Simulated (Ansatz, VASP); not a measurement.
**KF (Carobbiite) in two plane-wave programs**

One calculation is typed for both programs; each brings its own data sets. How far apart do they land? The cell is taken from a series of runs on this material, whose earlier steps may have relaxed, scaled, displaced or heated it; both programs get it as it stands.

Calculated with Ansatz 0.2.0; plane waves, with VASP 6.6.1 beside it; zone-centre phonons at PBE.

## Step 1: Set-up

Symmetry: Fm-3m, No. 225, cubic system. The conventional cell has a = 5.421 Å, b = 5.421 Å, c = 5.421 Å, α = 90.00°, β = 90.00°, γ = 90.00°. Nearest to K lie 6 F at 2.71 Å. F has 6 K at 2.71 Å nearest. Farther neighbours and most contacts between anions are not listed.

Coordinates:

```cif
data_structure
_symmetry_space_group_name_H-M 'P 1'
_symmetry_Int_Tables_number 1
_cell_length_a 3.8331
_cell_length_b 3.8331
_cell_length_c 3.8331
_cell_angle_alpha 60.000
_cell_angle_beta 60.000
_cell_angle_gamma 60.000
_cell_volume 39.82
loop_
_atom_site_label
_atom_site_type_symbol
_atom_site_fract_x
_atom_site_fract_y
_atom_site_fract_z
_atom_site_occupancy
K1 K 0.00000 0.00000 0.00000 1
F2 F 0.50000 0.50000 0.50000 1
```

## Step 2: VASP: zone-centre phonons, PBE

Second derivatives magnify differences that forces hide, and they need a tight electronic threshold.

Lines of VASP's logs that name or quote its potential files are left out, and so is its time.

The input, INCAR:

```
SYSTEM = KF
PREC = Accurate
ENCUT = 600
EDIFF = 1E-08
NELM = 120
ISMEAR = 0
SIGMA = 0.01
LREAL = .FALSE.
ALGO = Normal
GGA = PE
NBANDS = 14
LORBIT = 11
LWAVE = .FALSE.
LCHARG = .FALSE.
ISIF = 2
IBRION = 8
LEPSILON = .TRUE.
LASPH = .TRUE.
GGA_COMPAT = .FALSE.
EFERMI = MIDGAP
```

The input, POSCAR:

```
KF
1.0
    0.0000000000      2.7103778329      2.7103778329
    2.7103778329      0.0000000000      2.7103778329
    2.7103778329      2.7103778329      0.0000000000
K F
1 1
Direct
    0.0000000000      0.0000000000      0.0000000000
    0.5000000000      0.5000000000      0.5000000000
```

The input, KPOINTS:

```
Automatic mesh
0
Gamma
8 8 8
0 0 0
```

Potentials, in the order of the species: K_sv and F (PBE family, release 64).

Launch:

```
> mpirun -np 1 vasp_std
```

Numbers of over 12 decimals in the logs are rounded to 6 here.

Output:

```text
[banner, memory and clock lines left out]
running    1 mpi-ranks, on    1 nodes
 distrk:  each k-point on    1 cores,    1 groups
 distr:  one band on    1 cores,    1 groups

 POSCAR found type information on POSCAR K F
 POSCAR found :  2 types and       2 ions
 LDA part: xc-table for (Slater+PW92), standard interpolation
 POSCAR, INCAR and KPOINTS ok, starting setup
 FFT: planning ... GRIDC
 FFT: planning ... GRID_SOFT
 FFT: planning ... GRID
 WAVECAR not read
 entering main loop
       N       E                     dE             d eps       ncg     rms          rms(c)
DAV:   1     0.119145616650E+03    0.11915E+03   -0.90077E+03   812   0.123E+03
DAV:   2    -0.429516624019E+01   -0.12344E+03   -0.11263E+03  1012   0.307E+02
DAV:   3    -0.942527378856E+01   -0.51301E+01   -0.51063E+01  1102   0.569E+01
DAV:   4    -0.957538841659E+01   -0.15011E+00   -0.15009E+00  1052   0.869E+00
DAV:   5    -0.957690268154E+01   -0.15143E-02   -0.15142E-02  1110   0.921E-01    0.627E+00
DAV:   6    -0.833431914639E+01    0.12426E+01   -0.37907E+00   890   0.154E+01    0.372E+00
DAV:   7    -0.830383728541E+01    0.30482E-01   -0.83912E-02   976   0.245E+00    0.213E+00
DAV:   8    -0.829883140458E+01    0.50059E-02   -0.57375E-02   944   0.248E+00    0.214E-01
DAV:   9    -0.830044538152E+01   -0.16140E-02   -0.50848E-03  1014   0.588E-01    0.120E-01
DAV:  10    -0.830096262947E+01   -0.51725E-03   -0.61517E-04   958   0.213E-01    0.623E-02
DAV:  11    -0.830112031569E+01   -0.15769E-03   -0.17767E-04   860   0.107E-01    0.187E-02
DAV:  12    -0.830111415672E+01    0.61590E-05   -0.28657E-05  1010   0.457E-02    0.505E-03
DAV:  13    -0.830111429135E+01   -0.13462E-06   -0.43166E-06   842   0.182E-02    0.254E-03
DAV:  14    -0.830111431777E+01   -0.26423E-07   -0.22149E-07  1040   0.497E-03    0.492E-04
DAV:  15    -0.830111431414E+01    0.36312E-08   -0.13574E-08   826   0.107E-03
   1 F= -.83011143E+01 E0= -.83011143E+01  d E =0.000000E+00
 Linear response reoptimize wavefunctions to high precision
DAV:   1    -0.830111431395E+01    0.19168E-09   -0.20441E-09   846   0.442E-04
DAV:   2    -0.830111431401E+01   -0.62073E-10   -0.13735E-10   580   0.998E-05
 Linear response G [H, r] |phi>, progress :
  Direction:   1
       N       E                     dE             d eps       ncg     rms
RMM:   1    -0.507096663247E+02   -0.50710E+02    0.33336E+02  1381   0.101E+02
RMM:   2    -0.527693470346E+02   -0.20597E+01   -0.43099E+00  1418   0.176E+01
RMM:   3    -0.530681815305E+02   -0.29883E+00   -0.12309E+00  1771   0.513E+00
RMM:   4    -0.531128278504E+02   -0.44646E-01   -0.23369E-01  1848   0.168E+00
RMM:   5    -0.531233156521E+02   -0.10488E-01   -0.60733E-02  1890   0.756E-01
RMM:   6    -0.531254516355E+02   -0.21360E-02   -0.18616E-02  1853   0.370E-01
RMM:   7    -0.531260922354E+02   -0.64060E-03   -0.80863E-03  1835   0.188E-01
RMM:   8    -0.531262634918E+02   -0.17126E-03    0.16890E-05  1838   0.985E-02
RMM:   9    -0.531263176016E+02   -0.54110E-04    0.47925E-04  1860   0.479E-02
RMM:  10    -0.531263306757E+02   -0.13074E-04    0.17423E-03  1804   0.251E-02
RMM:  11    -0.531263347378E+02   -0.40621E-05   -0.63710E-04  1730   0.137E-02
RMM:  12    -0.531263359943E+02   -0.12565E-05   -0.65489E-04  1658   0.735E-03
RMM:  13    -0.531263363403E+02   -0.34603E-06   -0.10012E-03  1585   0.420E-03
RMM:  14    -0.531263365046E+02   -0.16430E-06   -0.68385E-04  1491   0.250E-03
[...]
RMM:  19    -0.531263367275E+02    0.76611E-08   -0.82760E-05   988   0.452E-04
RMM:  20    -0.531263367458E+02   -0.18270E-07   -0.72772E-05   926   0.388E-04
RMM:  21    -0.531263367388E+02    0.70253E-08   -0.46423E-05   887   0.351E-04
RMM:  22    -0.531263367316E+02    0.72024E-08   -0.27851E-05   845   0.328E-04
RMM:  23    -0.531263367309E+02    0.67497E-09   -0.22634E-05   823   0.312E-04
RMM:  24    -0.531263367343E+02   -0.33775E-08   -0.25884E-05   797   0.302E-04
RMM:  25    -0.531263367389E+02   -0.45916E-08   -0.21503E-05   772   0.295E-04
RMM:  26    -0.531263367450E+02   -0.61019E-08   -0.16865E-05   741   0.291E-04
 Linear response G [H, r] |phi>, progress :
  Direction:   2
       N       E                     dE             d eps       ncg     rms
RMM:   1    -0.494582928824E+02   -0.49458E+02    0.34115E+02  1390   0.101E+02
RMM:   2    -0.511305431486E+02   -0.16723E+01   -0.36779E+00  1405   0.175E+01
RMM:   3    -0.513482624085E+02   -0.21772E+00   -0.99820E-01  1785   0.485E+00
RMM:   4    -0.513807485265E+02   -0.32486E-01   -0.19793E-01  1861   0.154E+00
RMM:   5    -0.513888670722E+02   -0.81185E-02   -0.56827E-02  1911   0.701E-01
[...]
Direction:   3
       N       E                     dE             d eps       ncg     rms          rms(c)
RMM:   1    -0.104993263780E+00   -0.10499E+00   -0.16723E-01  1760   0.247E+00
RMM:   2    -0.106131547420E+00   -0.11383E-02   -0.15557E-02  1543   0.549E-01
RMM:   3    -0.107472787870E+00   -0.13412E-02   -0.25597E-03  1683   0.183E-01
RMM:   4    -0.107666296491E+00   -0.19351E-03   -0.35459E-04  1753   0.682E-02
RMM:   5    -0.107693856932E+00   -0.27560E-04   -0.68800E-05  1632   0.288E-02
RMM:   6    -0.107698948481E+00   -0.50915E-05   -0.12502E-05  1554   0.121E-02
RMM:   7    -0.107699877797E+00   -0.92932E-06   -0.18912E-06  1476   0.545E-03
[...]
RMM:   5    -0.115744913630E+00   -0.42556E-02   -0.10335E-03  3406   0.207E-01    0.209E-02
RMM:   6    -0.116161342583E+00   -0.41643E-03   -0.22534E-04  3597   0.682E-02    0.136E-02
RMM:   7    -0.116440311503E+00   -0.27897E-03   -0.36358E-05  3521   0.281E-02    0.344E-03
RMM:   8    -0.116433157934E+00    0.71536E-05   -0.70215E-06  3674   0.113E-02    0.117E-03
RMM:   9    -0.116440976571E+00   -0.78186E-05   -0.24879E-06  3927   0.492E-03    0.103E-03
RMM:  10    -0.116441862645E+00   -0.88607E-06   -0.14239E-06  3742   0.209E-03    0.838E-04
RMM:  11    -0.116445486529E+00   -0.36239E-05   -0.77254E-07  3623   0.106E-03    0.194E-04
RMM:  12    -0.116445363876E+00    0.12265E-06   -0.84094E-08  3530   0.449E-04    0.169E-04
RMM:  13    -0.116445168497E+00    0.19538E-06   -0.30425E-08  3034   0.202E-04    0.104E-04
RMM:  14    -0.116444919375E+00    0.24912E-06   -0.41487E-08  2902   0.116E-04    0.238E-05
RMM:  15    -0.116444819459E+00    0.99916E-07    0.39917E-09  2423   0.729E-05    0.555E-06
 change of polarisation eV/A/(eV/A) component  2 :     0.006     0.210    -0.004
 dielectric tensor                  component  2 :     0.029     1.955    -0.017
 Linear response to external field, progress :
  Direction:   3
       N       E                     dE             d eps       ncg     rms          rms(c)
RMM:   1    -0.114165754804E+00   -0.11417E+00   -0.19745E-01  3623   0.253E+00
RMM:   2    -0.115999942005E+00   -0.18342E-02   -0.16950E-02  3156   0.606E-01    0.648E-01
RMM:   3    -0.108051669850E+00    0.79483E-02   -0.11357E-02  2982   0.697E-01    0.313E-01
RMM:   4    -0.111489511672E+00   -0.34378E-02   -0.43504E-03  3065   0.491E-01    0.115E-01
RMM:   5    -0.115745066264E+00   -0.42556E-02   -0.10331E-03  3405   0.207E-01    0.209E-02
RMM:   6    -0.116161309408E+00   -0.41624E-03   -0.22524E-04  3594   0.682E-02    0.136E-02
RMM:   7    -0.116440301845E+00   -0.27899E-03   -0.36651E-05  3519   0.281E-02    0.344E-03
RMM:   8    -0.116433205477E+00    0.70964E-05   -0.67429E-06  3672   0.113E-02    0.118E-03
RMM:   9    -0.116440985161E+00   -0.77797E-05   -0.61444E-06  3930   0.490E-03    0.103E-03
RMM:  10    -0.116441797513E+00   -0.81235E-06   -0.11717E-06  3743   0.204E-03    0.844E-04
RMM:  11    -0.116446026338E+00   -0.42288E-05   -0.22631E-07  3633   0.106E-03    0.201E-04
RMM:  12    -0.116445500372E+00    0.52597E-06   -0.12030E-07  3545   0.466E-04    0.176E-04
RMM:  13    -0.116445258297E+00    0.24208E-06   -0.15564E-07  3040   0.210E-04    0.107E-04
RMM:  14    -0.116444943527E+00    0.31477E-06   -0.78444E-08  2953   0.119E-04    0.213E-05
RMM:  15    -0.116444825075E+00    0.11845E-06   -0.28157E-08  2419   0.738E-05    0.633E-06
 change of polarisation eV/A/(eV/A) component  3 :    -0.001     0.002     0.210
 dielectric tensor                  component  3 :    -0.005     0.011     1.955
 Linear response DOF=           2
 Linear response progress:
  Degree of freedom:   1/  2
       N       E                     dE             d eps       ncg     rms          rms(c)
RMM:   1    -0.303128713236E+00   -0.30313E+00    0.15864E-01  2602   0.361E+00
RMM:   2    -0.304693568463E+00   -0.15649E-02   -0.23777E-02  2938   0.912E-01    0.385E-02
RMM:   3    -0.306574431875E+00   -0.18809E-02   -0.34413E-03  3390   0.294E-01    0.292E-02
RMM:   4    -0.306856861193E+00   -0.28243E-03   -0.38739E-04  3568   0.777E-02    0.270E-02
RMM:   5    -0.307006747874E+00   -0.14989E-03   -0.85272E-05  3414   0.426E-02    0.664E-03
RMM:   6    -0.307001090263E+00    0.56576E-05   -0.19346E-05  3677   0.156E-02    0.122E-03
RMM:   7    -0.307004811132E+00   -0.37209E-05   -0.32573E-06  3737   0.654E-03    0.943E-04
RMM:   8    -0.307001459699E+00    0.33514E-05   -0.19910E-06  3713   0.299E-03    0.142E-04
RMM:   9    -0.307002064264E+00   -0.60456E-06   -0.50200E-06  3906   0.140E-03    0.132E-04
RMM:  10    -0.307001632615E+00    0.43165E-06    0.28704E-07  3909   0.578E-04    0.370E-05
RMM:  11    -0.307001614908E+00    0.17707E-07   -0.41647E-07  3990   0.260E-04    0.870E-06
RMM:  12    -0.307001722587E+00   -0.10768E-06    0.27897E-07  3897   0.116E-04    0.110E-05
RMM:  13    -0.307001761918E+00   -0.39330E-07   -0.19454E-08  3865   0.516E-05    0.124E-05
RMM:  14    -0.307001747919E+00    0.13999E-07    0.58388E-09  3774   0.272E-05    0.781E-06
RMM:  15    -0.307001714872E+00    0.33047E-07    0.81049E-09  3574   0.171E-05    0.444E-06
RMM:  16    -0.307001724819E+00   -0.99473E-08    0.35641E-09  3445   0.106E-05    0.119E-06
 first order change of Fermi-energy  -0.34624E-03
 force on displaced ion       1 direction 1 :  -1.329   0.000   0.000
 Born effective charge ion    1 direction 1 :   1.132   0.000   0.000
 Linear response progress:
  Degree of freedom:   2/  2
       N       E                     dE             d eps       ncg     rms          rms(c)
RMM:   1    -0.535418685535E+00   -0.53542E+00    0.63456E-01  3080   0.405E+00
RMM:   2    -0.533371721871E+00    0.20470E-02   -0.47938E-03  2593   0.540E-01    0.784E-02
RMM:   3    -0.534799640056E+00   -0.14279E-02   -0.63178E-04  2831   0.144E-01    0.448E-02
RMM:   4    -0.536693064100E+00   -0.18934E-02   -0.31452E-04  2724   0.104E-01    0.115E-02
RMM:   5    -0.536749471846E+00   -0.56408E-04   -0.63272E-05  3311   0.284E-02    0.422E-03
RMM:   6    -0.536706414080E+00    0.43058E-04   -0.91016E-06  3400   0.105E-02    0.207E-03
RMM:   7    -0.536693780571E+00    0.12634E-04   -0.13921E-06  3433   0.447E-03    0.558E-04
RMM:   8    -0.536691666930E+00    0.21136E-05   -0.49148E-07  3614   0.176E-03    0.147E-04
RMM:   9    -0.536692762286E+00   -0.10954E-05   -0.10142E-07  3747   0.738E-04    0.105E-04
RMM:  10    -0.536692833192E+00   -0.70906E-07   -0.45054E-08  3800   0.307E-04    0.855E-05
RMM:  11    -0.536692953890E+00   -0.12070E-06    0.42235E-08  3462   0.168E-04    0.102E-04
RMM:  12    -0.536692840008E+00    0.11388E-06    0.20625E-08  3439   0.937E-05    0.699E-06
RMM:  13    -0.536692855031E+00   -0.15023E-07    0.31161E-08  3838   0.386E-05    0.374E-06
RMM:  14    -0.536692873612E+00   -0.18581E-07    0.11729E-08  3724   0.173E-05    0.567E-07
RMM:  15    -0.536692870260E+00    0.33517E-08   -0.23707E-09  3333   0.929E-06    0.660E-07
 first order change of Fermi-energy   0.11339E-03
 force on displaced ion       2 direction 1 :  -1.307   0.000   0.000
 Born effective charge ion    2 direction 1 :  -1.132   0.000   0.000
 Born effective charges drift removed
 Linear response finished
```

From OUTCAR (step 2):

```text
ion  position               nearest neighbor table
   1  0.000  0.000  0.000-   2 2.71   2 2.71   2 2.71   2 2.71   2 2.71   2 2.71
   2  0.500  0.500  0.500-   1 2.71   1 2.71   1 2.71   1 2.71   1 2.71   1 2.71

  LATTYP: Found a face centered cubic cell.
 ALAT       =     5.4207556658

 Subroutine GETGRP returns: Found 48 space group operations
 (whereof 48 operations were pure point group operations)

The static configuration has the point symmetry O_h .

 Found     29 irreducible k-points:

   k-points           NKPTS =     29   k-points in BZ     NKDIM =     29   number of bands    NBANDS=     14

   dimension x,y,z NGX =    32 NGY =   32 NGZ =   32
   dimension x,y,z NGXF=    64 NGYF=   64 NGZF=   64

   ENCUT  =  600.0 eV  44.10 Ry    6.64 a.u.   7.66  7.66  7.66*2*pi/ulx,y,z

   NELECT =      16.0000    total number of electrons

 k-points in reciprocal lattice and weights: Automatic mesh
   0.00000000  0.00000000  0.00000000       0.002
   0.12500000  0.00000000  0.00000000       0.016
   0.25000000  0.00000000  0.00000000       0.016
   0.37500000  0.00000000  0.00000000       0.016
   0.50000000  0.00000000  0.00000000       0.008
   0.12500000  0.12500000  0.00000000       0.012
   0.25000000  0.12500000  0.00000000       0.047
   0.37500000  0.12500000  0.00000000       0.047
   0.50000000  0.12500000  0.00000000       0.047
[...]
-0.37500000  0.50000000  0.12500000       0.023
  -0.25000000  0.50000000  0.25000000       0.012

 average (electrostatic) potential at core
       1 -36.3537       2 -78.0595

  Total       -0.0047123     -0.0047123     -0.0047123      0.0000000      0.0000000      0.0000000
  in kB       -0.1895955     -0.1895955     -0.1895955      0.0000000      0.0000000      0.0000000
  external PRESSURE =      -0.1895955 kB  Pullay stress =       0.0000000 kB

  energy-cutoff  :      600.00
  volume of cell :       39.82
      direct lattice vectors                 reciprocal lattice vectors
     0.000000000  2.710377833  2.710377833    -0.184476125  0.184476125  0.184476125
     2.710377833  0.000000000  2.710377833     0.184476125 -0.184476125  0.184476125
     2.710377833  2.710377833  0.000000000     0.184476125  0.184476125 -0.184476125

 POSITION                                       TOTAL-FORCE (eV/Angst)
 -----------------------------------------------------------------------------------
      0.00000      0.00000      0.00000        -0.000000     -0.000000     -0.000000
      2.71038      2.71038      2.71038         0.000000      0.000000      0.000000
 -----------------------------------------------------------------------------------
    total drift:                                0.000000     -0.000000      0.000000

 MACROSCOPIC STATIC DIELECTRIC TENSOR (including local field effects in DFT)
 ------------------------------------------------------
           1.955024    -0.000000     0.000000
          -0.000000     1.955024     0.000000
          -0.000000    -0.000000     1.955024
 ------------------------------------------------------

 PIEZOELECTRIC TENSOR (including local field effects)  for field in x, y, z        (C/m^2)
          XX          YY          ZZ          XY          YZ          ZX
  --------------------------------------------------------------------------------
  x     0.00000     0.00000     0.00000     0.00000     0.00000     0.00000
  y     0.00000     0.00000     0.00000     0.00000     0.00000     0.00000
  z     0.00000     0.00000     0.00000     0.00000     0.00000     0.00000

 BORN EFFECTIVE CHARGES (including local field effects) (in |e|, cummulative output)
 ---------------------------------------------------------------------------------
 ion    1
    1     1.13214    -0.00000    -0.00000
    2    -0.00000     1.13214    -0.00000
    3     0.00000     0.00000     1.13214
 ion    2
    1    -1.13214     0.00000     0.00000
    2     0.00000    -1.13214     0.00000
    3    -0.00000     0.00000    -1.13214

 Eigenvectors and eigenvalues of the dynamical matrix
 ----------------------------------------------------

   1 f  =    5.012205 THz    31.492614 2PiTHz  167.189171 cm-1    20.728806 meV
             X         Y         Z           dx          dy          dz
      0.000000  0.000000  0.000000     0.000000    0.575028    0.000000
      2.710378  2.710378  2.710378     0.000000   -0.818134    0.000000

   2 f  =    5.012205 THz    31.492614 2PiTHz  167.189171 cm-1    20.728806 meV
             X         Y         Z           dx          dy          dz
      0.000000  0.000000  0.000000    -0.575028    0.000000    0.000000
      2.710378  2.710378  2.710378     0.818134    0.000000    0.000000

   3 f  =    5.012205 THz    31.492614 2PiTHz  167.189171 cm-1    20.728806 meV
             X         Y         Z           dx          dy          dz
      0.000000  0.000000  0.000000     0.000000    0.000000   -0.575028
      2.710378  2.710378  2.710378     0.000000    0.000000    0.818134

   4 f/i=    0.019454 THz     0.122233 2PiTHz    0.648917 cm-1     0.080455 meV
             X         Y         Z           dx          dy          dz
      0.000000  0.000000  0.000000     0.818134    0.000000    0.000000
      2.710378  2.710378  2.710378     0.575028    0.000000    0.000000

   5 f/i=    0.019454 THz     0.122233 2PiTHz    0.648917 cm-1     0.080455 meV
             X         Y         Z           dx          dy          dz
      0.000000  0.000000  0.000000     0.000000   -0.818134    0.000000
      2.710378  2.710378  2.710378     0.000000   -0.575028    0.000000

   6 f/i=    0.019454 THz     0.122233 2PiTHz    0.648917 cm-1     0.080455 meV
             X         Y         Z           dx          dy          dz
      0.000000  0.000000  0.000000     0.000000    0.000000    0.818134
      2.710378  2.710378  2.710378     0.000000    0.000000    0.575028

 MACROSCOPIC STATIC DIELECTRIC TENSOR IONIC CONTRIBUTION
 ------------------------------------------------------
           4.419030    -0.000000    -0.000000
          -0.000000     4.419030    -0.000000
          -0.000000    -0.000000     4.419030
 ------------------------------------------------------

 ELASTIC MODULI CONTR FROM IONIC RELAXATION (kBar)
 Direction    XX          YY          ZZ          XY          YZ          ZX
 --------------------------------------------------------------------------------
 XX           0.0000      0.0000      0.0000      0.0000      0.0000      0.0000
 YY           0.0000      0.0000      0.0000      0.0000      0.0000      0.0000
 ZZ           0.0000      0.0000      0.0000      0.0000      0.0000      0.0000
 XY           0.0000      0.0000      0.0000      0.0000      0.0000      0.0000
 YZ           0.0000      0.0000      0.0000      0.0000      0.0000      0.0000
 ZX           0.0000      0.0000      0.0000      0.0000      0.0000      0.0000
 --------------------------------------------------------------------------------

 PIEZOELECTRIC TENSOR IONIC CONTR  for field in x, y, z        (C/m^2)
          XX          YY          ZZ          XY          YZ          ZX
  --------------------------------------------------------------------------------
  x     0.00000     0.00000     0.00000     0.00000     0.00000     0.00000
  y     0.00000     0.00000     0.00000     0.00000     0.00000     0.00000
  z     0.00000     0.00000     0.00000     0.00000     0.00000     0.00000
```

(Part 1 of 2 ends here.)

[Lines on the potential files, build, host, timing and source positions are cut from VASP's logs without a mark.]

[Logs are printed without paths, hosts, clocks, repeated set-up lines and the standing remarks that a program may print on its own settings, such as how far it seeks lower states.]

[Hosts, paths, dates, database ids (printed as entryN), source tags and the programs' standing remarks are cut or masked in the printed files.]
